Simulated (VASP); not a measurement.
The system is SiB.

```
CELL_PARAMETERS angstrom
2.46933 0.00000 0.00000
-1.23466 2.13850 0.00000
0.00000 0.00000 4.70310
ATOMIC_POSITIONS crystal
Si 0.00000 0.00000 0.00000
B 0.00000 0.00000 0.50000
```

The cell was built by a generator and needn't be a form met in nature.

```yaml
Program: VASP 6.6.1
Task: relaxation of cell and atoms
Functional: PBE
Potentials_or_basis: VASP PAW PBE potentials, release 64 (Si, B)
Cutoff: 520 eV
k_mesh: 9 × 9 × 5
Occupations: gaussian, width 0.15 eV
Spin: no spin polarisation
```

At the start: pressure -13.9 GPa; volume 12.42 Å³/atom.

Question: How do energy, volume and symmetry change on relaxing?

Answer: Over 8 steps the energy falls by 188.3 meV/atom and the volume is 11.38 Å³/atom (-8.4 %); space group P6/mmm (No. 191, to 0.05 Å).

The path:
| step | energy change (eV) | largest force (eV/Å) | pressure (GPa) | volume (Å³) |
| --- | --- | --- | --- | --- |
| 1 | 0.0000 | 0.0000 | -13.93 | 24.84 |
| 2 | -0.3075 | 0.0000 | 11.44 | 21.06 |
| 3 | -0.3226 | 0.0000 | 5.48 | 21.62 |
| 4 | -0.3716 | 0.0000 | 2.99 | 22.29 |
| 5 | -0.3738 | 0.0000 | 2.43 | 22.46 |
| 6 | -0.3738 | 0.0000 | 2.45 | 22.44 |
| 7 | -0.3744 | 0.0000 | -1.80 | 23.02 |
| 8 | -0.3766 | 0.0000 | -0.03 | 22.75 |

Final structure:
```
Si B
1.0
     2.52031    0.00000    0.00000
    -1.26016    2.18266    0.00000
     0.00000    0.00000    4.13599
Si B
1 1
Direct
  0.00000 0.00000 0.00000
  0.00000 0.00000 0.50000
```
